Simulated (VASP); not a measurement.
All values below come from r2SCAN meta-GGA, VASP's PBE PAW potentials (set 64) (plane waves; VASP).

The input files of a VASP run:

POSCAR:
```
SiC
1
    0.0000000000     2.1480370218     2.1480370218
    2.1480370218     0.0000000000     2.1480370218
    2.1480370218     2.1480370218    -0.0000000000
Si C
1 1
Direct
  0.0000000000   0.0000000000   0.0000000000
  0.2500000000   0.2500000000   0.2500000000
```

### INCAR
```
SYSTEM=SiC
PREC=Accurate; ENCUT=600; LREAL=F
LASPH=T
EDIFF=1E-7; NELM=100; ALGO=Normal
LMIXTAU=T
ISMEAR=0; SIGMA=0.05
METAGGA=R2SCAN
IBRION=2; NSW=40; ISIF=3
EDIFFG=-0.01; PSTRESS=100
LWAVE=F; LCHARG=F
```

### KPOINTS
```
Automatic mesh
0
gamma
  10 10 10
0 0 0
```

POTCAR, in this order: Si C (PBE.64 set). Program: vasp_std.

The resulting files:

### OSZICAR
```
       N       E                     dE             d eps       ncg     rms          rms(c)
DAV:   1     0.388681451097E+01    0.38868E+01   -0.47860E+03   800   0.991E+02
DAV:   2    -0.219455485703E+02   -0.25832E+02   -0.24041E+02  1064   0.122E+02
DAV:   3    -0.223806193960E+02   -0.43507E+00   -0.43507E+00   904   0.197E+01
DAV:   4    -0.223816674129E+02   -0.10480E-02   -0.10480E-02  1168   0.105E+00
DAV:   5    -0.223816680765E+02   -0.66364E-06   -0.66364E-06   880   0.185E-02    0.967E+00
DAV:   6    -0.191248124125E+02    0.32569E+01   -0.60296E+00   992   0.160E+01    0.560E+00
DAV:   7    -0.190641313065E+02    0.60681E-01   -0.81712E-01  1000   0.597E+00    0.199E+00
DAV:   8    -0.190804396975E+02   -0.16308E-01   -0.40989E-01   776   0.577E+00    0.154E+00
DAV:   9    -0.192851459830E+02   -0.20471E+00   -0.56633E-02   792   0.258E+00    0.620E-01
DAV:  10    -0.192900363572E+02   -0.48904E-02   -0.69888E-03   904   0.959E-01    0.342E-01
DAV:  11    -0.193045372993E+02   -0.14501E-01   -0.56569E-03   760   0.896E-01    0.412E-02
DAV:  12    -0.193030277525E+02    0.15095E-02   -0.22001E-03   816   0.488E-01    0.882E-02
DAV:  13    -0.193033040416E+02   -0.27629E-03   -0.33894E-04   848   0.141E-01    0.524E-02
DAV:  14    -0.193035890641E+02   -0.28502E-03   -0.79778E-05   832   0.100E-01    0.999E-03
DAV:  15    -0.193035864458E+02    0.26183E-05   -0.27681E-06  1032   0.199E-02    0.622E-03
DAV:  16    -0.193035881835E+02   -0.17378E-05   -0.59639E-07   960   0.720E-03    0.301E-03
DAV:  17    -0.193035886975E+02   -0.51400E-06   -0.11574E-06   832   0.752E-03    0.379E-03
DAV:  18    -0.193035889197E+02   -0.22221E-06   -0.93937E-08   408   0.321E-03    0.701E-04
DAV:  19    -0.193035888838E+02    0.35917E-07   -0.14909E-08   400   0.129E-03
   1 F= -.18066375E+02 E0= -.18066375E+02  d E =-.180664E+02
```

OUTCAR:
```
------------------------ aborting loop because EDIFF is reached ----------------------------------------
  FORCE on cell =-STRESS in cart. coord.  units (eV):
  Direction    XX          YY          ZZ          XY          YZ          ZX
  --------------------------------------------------------------------------------------
  Total        1.2239539      1.2239539      1.2239539      0.0000000      0.0000000     -0.0000000
  in kB       98.9282600     98.9282600     98.9282600      0.0000000      0.0000000     -0.0000000
  external PRESSURE =      -1.0717400 kB  Pullay stress =     100.0000000 kB
  volume of cell :       19.82
      direct lattice vectors                 reciprocal lattice vectors
     0.000000000  2.148037022  2.148037022    -0.232770662  0.232770662  0.232770662
     2.148037022  0.000000000  2.148037022     0.232770662 -0.232770662  0.232770662
     2.148037022  2.148037022  0.000000000     0.232770662  0.232770662 -0.232770662
  FREE ENERGIE OF THE ION-ELECTRON SYSTEM (eV)
  ---------------------------------------------------
  free  energy   TOTEN  =       -19.3035888838 eV

  energy  without entropy=      -19.3035888838  energy(sigma->0) =      -19.30358888
  enthalpy is  TOTEN    =       -18.0663752421 eV   P V=        1.2372136418

 reached required accuracy - stopping structural energy minimisation
```
(Selected blocks of OUTCAR.)

The compound is SiC in the zinc blende structure. It was relaxed first under an external pressure of 10 GPa.
